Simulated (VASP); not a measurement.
Data:

```yaml
crystal:
  lattice:
    - [2.31973, 0.00000, 0.00000]
    - [-1.15986, 2.00894, 0.00000]
    - [0.00000, 0.00000, 7.46374]
  atoms:
    - { symbol: Be, position: [0.00000, 0.00000, 0.00000] }
    - { symbol: Be, position: [0.00000, 0.00000, 0.50000] }
    - { symbol: Be, position: [0.33333, 0.66667, 0.25000] }
    - { symbol: Be, position: [0.66667, 0.33333, 0.75000] }
```

The numbers are results of PBE GGA, VASP's PBE PAW potentials (set 64) (plane waves; VASP), not measurements. Numerical set-up: 300 eV cut-off, 16×16×5 Γ-centred mesh, Gaussian smearing of 0.14 eV, potentials Be.

At this cut-off the stress carries a Pulay error, which pulls relaxed volumes low.

Problem. Predict the energy per atom (σ→0), pressure, band gap (on the k-mesh) with the smallest direct gap where there is one.

Solution. 
- band gap (on the k-mesh) = none (metal, semimetal or under 0.01 eV)
- energy per atom (σ→0) = -3.709 eV/atom
- pressure = -9.95 GPa

Total energies compare only between runs with the same potentials, cut-off and functional.

The structure was generated: Be was put into an ordered model structure, which need not be its known phase. The cell was not relaxed at this level.
